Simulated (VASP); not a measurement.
Input:

```xyz
2
Lattice="0.0000 2.2750 2.2750 2.2750 0.0000 2.2750 2.2750 2.2750 0.0000" Properties=species:S:1:pos:R:3 pbc="T T T"
Hf     0.0000     0.0000     0.0000
N      2.2750     2.2750     2.2750
```

The numbers are results of PBEsol GGA, VASP's PBE PAW potentials (set 64) (plane waves; VASP 6.6.1), not measurements. Settings: 520 eV cut-off, 9×9×9 Γ-centred mesh, Gaussian smearing of 0.050 eV, potentials Hf_pv N.

Energy and stress use the plane-wave basis of the starting cell.

Task: The ions, cell shape and volume are relaxed. What does this cell relax into?

Result: 
```xyz
2
Lattice="0.0000 2.2452 2.2452 2.2452 0.0000 2.2452 2.2452 2.2452 0.0000" Properties=species:S:1:pos:R:3 pbc="T T T"
Hf     4.4904     2.2452     2.2452
N      2.2452     2.2452     2.2452
```
Space group Fm-3m (225), at a tolerance of 0.03 Å.

Task: How do energy and volume change from the first to the last step?

Result: The energy (σ→0) changes by -15.7 meV/atom and the volume by -3.9 %, in 4 ionic steps.

The structure comes from a measured HfN entry (Fm-3m) of the Crystallography Open Database, whose conditions weren't checked. This run relaxes it. Symmetry was kept, so distortions that lower it aren't found. The electron count is odd and the run is not spin-polarised, which forces a metal.
